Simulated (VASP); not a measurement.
An input for Quantum ESPRESSO's pw.x (written as the equivalent of a VASP run, and not itself run):

```
&CONTROL
  calculation = 'vc-relax'
  pseudo_dir = './pseudo'
  outdir = './out'
  tprnfor = .true.
  tstress = .true.
  nstep = 60
  forc_conv_thr = 0.00039
/
&SYSTEM
  ibrav = 0
  nat = 1
  ntyp = 1
  ecutwfc = 92
  occupations = 'smearing'
  smearing = 'methfessel-paxton'
  degauss = 0.00735
  input_dft = 'pbe'
/
&ELECTRONS
  conv_thr = 7.3e-08
  electron_maxstep = 100
/
&IONS
/
&CELL
/
ATOMIC_SPECIES
  Cu 63.546 Cu.upf
CELL_PARAMETERS angstrom
     0.0000000    1.8050000    1.8050000
     1.8050000    0.0000000    1.8050000
     1.8050000    1.8050000    0.0000000
ATOMIC_POSITIONS crystal
  Cu   0.0000000  0.0000000  0.0000000
K_POINTS automatic
  16 16 16 0 0 0
```

Translate this input to VASP (INCAR, KPOINTS, POSCAR, choice of POTCAR).

One answer among several that fit: 
### INCAR
```
SYSTEM = Cu
PREC = Accurate
ENCUT = 520
EDIFF = 1E-6
NELM = 100
ALGO = Normal
LREAL = .FALSE.
LASPH = .TRUE.
ISMEAR = 1
SIGMA = 0.1
GGA = PE
LMAXMIX = 4
LWAVE = .FALSE.
LCHARG = .FALSE.
IBRION = 2
ISIF = 3
NSW = 60
EDIFFG = -0.01
```

### KPOINTS
```
Automatic mesh
0
Gamma
16 16 16
0 0 0
```

POSCAR:
```
Cu
1.0
  0.0000000000   1.8050000000   1.8050000000
  1.8050000000   0.0000000000   1.8050000000
  1.8050000000   1.8050000000   0.0000000000
Cu
1
Cart
  0.0000000000   0.0000000000   0.0000000000
```

POTCAR, in this order: Cu (PBE.64 set). Program: vasp_std.

Limits of the translation: the potentials are each code's own (VASP's PAW set, PseudoDojo norm-conserving files in pw.x), so ENCUT and ecutwfc are chosen apart and not converted; conv_thr bounds pw.x's estimated SCF error, while EDIFF bounds the energy change between steps; forc_conv_thr acts on force components and is met together with etot_conv_thr.

The compound is Cu in the fcc structure. This run relaxes it. Symmetry was kept, so distortions that lower it aren't found.
